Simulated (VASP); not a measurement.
Method: rev-vdW-DF2, VASP's PBE PAW potentials (set 64) (plane waves; VASP 6.6.1).

The input files of a VASP run:

POSCAR:
```
HgTe
1.0
  0.0000000000   3.2645975747   3.2645975747
  3.2645975747   0.0000000000   3.2645975747
  3.2645975747   3.2645975747   0.0000000000
Hg Te
1 1
Cart
  0.0000000000   0.0000000000   0.0000000000
  1.6322987873   1.6322987873   1.6322987873
```

**INCAR**
```
AGGAC = 0.0
ALGO = Normal
EDIFF = 1E-7
ENCUT = 520
GGA = MK
ISIF = 2
ISMEAR = 1
LASPH = T
LCHARG = F
LMAXMIX = 6
LREAL = F
LUSE_VDW = T
LWAVE = F
NELM = 100
PARAM1 = 0.1234568
PARAM2 = 0.7114
PREC = Accurate
SIGMA = 0.1
SYSTEM = HgTe
ZAB_VDW = -1.8867
```

**KPOINTS**
```
Automatic
0
gamma
  10 10 10
```

POTCAR, in this order: Hg Te (PBE.64 set). Program: vasp_std.

The resulting files:

### OSZICAR
```
       N       E                     dE             d eps       ncg     rms          rms(c)
DAV:   1     0.108611796185E+03    0.10861E+03   -0.80969E+03  1238   0.119E+03
DAV:   2     0.466949187107E+01   -0.10394E+03   -0.98851E+02  1337   0.263E+02
DAV:   3     0.340911911078E+00   -0.43286E+01   -0.43015E+01  1482   0.553E+01
DAV:   4     0.298111243484E+00   -0.42801E-01   -0.42794E-01  1686   0.503E+00
DAV:   5     0.297942715146E+00   -0.16853E-03   -0.16853E-03  1482   0.282E-01    0.737E+00
DAV:   6     0.505521500620E+00    0.20758E+00   -0.51286E-01  1387   0.104E+01    0.592E+00
DAV:   7     0.512308099353E+00    0.67866E-02   -0.10637E-01  1327   0.255E+00    0.217E+00
DAV:   8     0.513400003398E+00    0.10919E-02   -0.10336E-02  1282   0.138E+00    0.601E-01
DAV:   9     0.513494456751E+00    0.94453E-04   -0.80574E-04  1377   0.356E-01    0.113E-01
DAV:  10     0.513481331561E+00   -0.13125E-04   -0.88363E-05  1384   0.101E-01    0.477E-02
DAV:  11     0.513474345361E+00   -0.69862E-05   -0.21157E-05  1367   0.424E-02    0.261E-02
DAV:  12     0.513475509047E+00    0.11637E-05   -0.32850E-06  1323   0.165E-02    0.139E-02
DAV:  13     0.513475532072E+00    0.23025E-07   -0.20412E-07  1304   0.340E-03
   1 F= 0.51347553E+00 E0= 0.51340125E+00  d E =0.222833E-03
```

OUTCAR:
```
------------------------ aborting loop because EDIFF is reached ----------------------------------------
  FORCE on cell =-STRESS in cart. coord.  units (eV):
  Direction    XX          YY          ZZ          XY          YZ          ZX
  --------------------------------------------------------------------------------------
  Total        0.5266491      0.5266491      0.5266491      0.0000000      0.0000000      0.0000000
  in kB       12.1258710     12.1258710     12.1258710      0.0000000      0.0000000      0.0000000
  external PRESSURE =      12.1258710 kB  Pullay stress =       0.0000000 kB
  volume of cell :       69.59
      direct lattice vectors                 reciprocal lattice vectors
     0.000000000  3.264597575  3.264597575    -0.153158234  0.153158234  0.153158234
     3.264597575  0.000000000  3.264597575     0.153158234 -0.153158234  0.153158234
     3.264597575  3.264597575  0.000000000     0.153158234  0.153158234 -0.153158234
 POSITION                                       TOTAL-FORCE (eV/Angst)
 -----------------------------------------------------------------------------------
      0.00000      0.00000      0.00000        -0.000000     -0.000000     -0.000000
      1.63230      1.63230      1.63230         0.000000      0.000000      0.000000
 -----------------------------------------------------------------------------------
    total drift:                               -0.000000     -0.000000     -0.000000
  FREE ENERGIE OF THE ION-ELECTRON SYSTEM (eV)
  ---------------------------------------------------
  free  energy   TOTEN  =         0.5134755321 eV

  energy  without entropy=        0.5132526995  energy(sigma->0) =        0.51340125
```
(Selected blocks of OUTCAR.)

The compound is HgTe in the zinc blende structure. This cell is one point of a volume scan, at 0.97 of the reference volume.
